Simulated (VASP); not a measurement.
Write the native input for VASP 6.6.1 that does the following.

- Task: relaxation of cell and atoms
- Functional: PBE
- Dispersion: D3(BJ)
- Potentials or basis: VASP PAW PBE potentials, release 64 (S, Mo_sv)
- Cutoff: 600 eV
- k mesh: 12 × 12 × 1
- Occupations: gaussian, width 0.03 eV
- Spin: no spin polarisation
- Further INCAR settings: ALGO = Normal; EDIFF = 1e-06; IBRION = 2; EDIFFG = -0.01; NSW = 90; ISIF = 3

The structure of MoS2 lies in POSCAR:

```
MoS2
1.0
    3.1690000000      0.0000000000      0.0000000000
   -1.5845000000      2.7444345000      0.0000000000
    0.0000000000      0.0000000000     33.4542960000
S Mo
6 3
Direct
    0.3333333300      0.6666666700      0.2690237500
    0.3333333300      0.6666666700      0.3625930700
    0.6666666700      0.3333333300      0.4532153400
    0.6666666700      0.3333333300      0.5467846600
    0.3333333300      0.6666666700      0.6374069300
    0.3333333300      0.6666666700      0.7309762500
    0.6666666700      0.3333333300      0.3158084100
    0.3333333300      0.6666666700      0.5000000000
    0.6666666700      0.3333333300      0.6841915900
```

One way to write it, as run:

INCAR

```
SYSTEM = MoS2
PREC = Accurate
ENCUT = 600
EDIFF = 1E-6
ISMEAR = 0
SIGMA = 0.03
LREAL = .FALSE.
LASPH = .TRUE.
NELM = 80
ALGO = Normal
ISIF = 3
LWAVE = .FALSE.
LCHARG = .FALSE.
GGA = PE
IVDW = 12
IBRION = 2
NSW = 90
EDIFFG = -0.01
LATTICE_CONSTRAINTS = .TRUE. .TRUE. .FALSE.
KPAR = 4
```

KPOINTS

```
regular mesh
0
G
  12 12 1
  0 0 0
```

Potentials or basis: VASP PAW PBE potentials, release 64 (S, Mo_sv).

Launch:

```console
$ cat potpaw_PBE.64/S/POTCAR potpaw_PBE.64/Mo_sv/POTCAR > POTCAR
$ mpirun -np 4 vasp_std > vasp.out
```

It gave:

```json
{
  "Relaxed volume": "31.95 Å³/atom",
  "Relaxed cell": "a = 3.150 Å, b = 3.150 Å, c = 33.454 Å, α = 90.00°, β = 90.00°, γ = 120.00°",
  "Space group after relaxing (to 0.05 Å)": "P-6m2 (No. 187)",
  "Energy gained by relaxing": "1.9 meV/atom",
  "Ionic steps": "27",
  "Largest force after relaxing": "0.003 eV/Å",
  "Band gap on the k mesh": "1.03 eV, indirect (least direct gap 1.73 eV)",
  "Dispersion energy per atom": "-0.396 eV"
}
```

Run time: 29 min on 4 MPI ranks on Intel(R) Xeon(R) Platinum 8488C (Sapphire Rapids), with other jobs on the host, peak memory 0.69 GiB a rank.
